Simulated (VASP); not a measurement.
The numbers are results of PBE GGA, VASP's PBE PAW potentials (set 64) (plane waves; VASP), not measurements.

VASP input:

File POSCAR:
```
Sb
1
    4.0364890000    -2.1981000000     0.0000000000
    4.0364890000     2.1981000000     0.0000000000
    2.8394960000     0.0000000000     3.6141590000
Sb
2
Direct
  0.2335000000   0.2335000000   0.2335000000
  0.7665000000   0.7665000000   0.7665000000
```

**KPOINTS**
```
Automatic mesh
0
Gamma
9 9 9
0 0 0
```

**INCAR**
```
LCHARG = .FALSE.
LWAVE = .FALSE.
LREAL = .FALSE.   ! projection in real space or not
LMAXMIX = 4   ! l cut-off of mixed one-centre charges
ENCUT = 520   ! plane-wave cut-off (eV)
ALGO = Normal   ! blocked Davidson
SYSTEM = Sb
ISMEAR = 1   ! Methfessel-Paxton
NELM = 100
SIGMA = 0.1   ! width (eV)
LASPH = .TRUE.
PREC = Accurate
GGA = PE   ! PBE
ISIF = 2
EDIFF = 1E-6
```

POTCAR, in this order: Sb_d_GW (PBE.64 set). Program: vasp_std.

Output of the run:

**OSZICAR**
```
       N       E                     dE             d eps       ncg     rms          rms(c)
DAV:   1     0.225346273960E+03    0.22535E+03   -0.10555E+04  4164   0.151E+04
DAV:   2     0.228056256376E+02   -0.20254E+03   -0.19807E+03  6347   0.128E+03
DAV:   3    -0.668071225074E+01   -0.29486E+02   -0.28928E+02  6318   0.267E+02
DAV:   4    -0.825431210148E+01   -0.15736E+01   -0.15575E+01  6028   0.529E+01
DAV:   5    -0.831011811609E+01   -0.55806E-01   -0.55623E-01  5715   0.115E+01    0.359E+00
DAV:   6    -0.831240014084E+01   -0.22820E-02   -0.28244E-02  6433   0.624E+00    0.222E+00
DAV:   7    -0.831370352625E+01   -0.13034E-02   -0.10210E-02  5537   0.544E+00    0.979E-02
DAV:   8    -0.831378381284E+01   -0.80287E-04   -0.10326E-03  5833   0.167E+00    0.474E-02
DAV:   9    -0.831386631333E+01   -0.82500E-04   -0.81319E-05  5580   0.309E-01    0.216E-02
DAV:  10    -0.831387202915E+01   -0.57158E-05   -0.14202E-05  4452   0.157E-01    0.226E-03
DAV:  11    -0.831387220038E+01   -0.17124E-06   -0.38906E-07  2380   0.371E-02
   1 F= -.83138722E+01 E0= -.83139758E+01  d E =0.310929E-03
```

**OUTCAR**
```
------------------------ aborting loop because EDIFF is reached ----------------------------------------
  FORCE on cell =-STRESS in cart. coord.  units (eV):
  Direction    XX          YY          ZZ          XY          YZ          ZX
  --------------------------------------------------------------------------------------
  Total       -0.2090520     -0.2673245     -0.2609326      0.0000000      0.0000000      0.0192997
  in kB       -5.2224750     -6.6782218     -6.5185423      0.0000000      0.0000000      0.4821388
  external PRESSURE =      -6.1397464 kB  Pullay stress =       0.0000000 kB
  volume of cell :       64.13
      direct lattice vectors                 reciprocal lattice vectors
     4.036489000 -2.198100000  0.000000000     0.123870027 -0.227469178 -0.097319583
     4.036489000  2.198100000  0.000000000     0.123870027  0.227469178 -0.097319583
     2.839496000  0.000000000  3.614159000     0.000000000  0.000000000  0.276689542
 POSITION                                       TOTAL-FORCE (eV/Angst)
 -----------------------------------------------------------------------------------
      2.54806      0.00000      0.84391        -0.108252      0.000000     -0.035853
      8.36441      0.00000      2.77025         0.108252      0.000000      0.035853
 -----------------------------------------------------------------------------------
    total drift:                               -0.000000      0.000000     -0.000000
  FREE ENERGIE OF THE ION-ELECTRON SYSTEM (eV)
  ---------------------------------------------------
  free  energy   TOTEN  =        -8.3138722004 eV

  energy  without entropy=       -8.3141831296  energy(sigma->0) =       -8.31397584
```
(Selected blocks of OUTCAR.)

The compound is Sb in the a7 structure. The cell was not relaxed at this level. The run is one of a series of settings (ENCUT = 520, POTCAR Sb_d_GW (PBE.64 set) against the base run), some of them coarse on purpose.
